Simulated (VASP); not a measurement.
A run of VASP 6.6.1 is set up as follows.

The input INCAR:

```
PREC     = Accurate       # precision mode
ENCUT    = 520            # plane-wave cutoff, eV
EDIFF    = 1E-7           # SCF threshold, eV
ISMEAR   = -1             # smearing method
SIGMA    = 0.05           # smearing width, eV
LREAL    = False          # projectors in reciprocal space
LASPH    = True           # aspherical terms in the spheres
NELM     = 100            # most SCF steps
ALGO     = Normal         # electronic algorithm
ISIF     = 2              # what is computed and relaxed
LWAVE    = False          # write WAVECAR
LCHARG   = False          # write CHGCAR
GGA      = PE             # functional
NBANDS   = 48             # bands
```

The input KPOINTS:

```
Automatic mesh
0
Gamma
  5 5 6
```

Contents of POSCAR:

```
Sc3As
1.0
    6.1464280907      0.0000000000      0.0000000000
   -3.0732140454      5.3229628691      0.0000000000
    0.0000000000      0.0000000000      4.9241770000
As Sc
2 6
Direct
    0.3333333333      0.6666666667      0.7500000000
    0.6666666667      0.3333333333      0.2500000000
    0.1711570050      0.3423140100      0.2500000000
    0.1711570050      0.8288429950      0.2500000000
    0.6576859900      0.8288429950      0.2500000000
    0.8288429950      0.6576859900      0.7500000000
    0.8288429950      0.1711570050      0.7500000000
    0.3423140100      0.1711570050      0.7500000000
```

Potentials or basis: VASP PAW PBE potentials, release 64 (As, Sc_sv).

Launch:

```sh
$ cat potpaw_PBE.64/As/POTCAR potpaw_PBE.64/Sc_sv/POTCAR > POTCAR
$ mpirun -np 1 vasp_std > vasp.out
```

Estimate the band gap on the k mesh.

none (metal or under the smearing width).

Estimate the pressure.

0.3 GPa.

Stress tensor (GPa, compression positive):
```
 0.77  0.00  0.00
 0.00  0.77  0.00
 0.00  0.00 -0.70
```
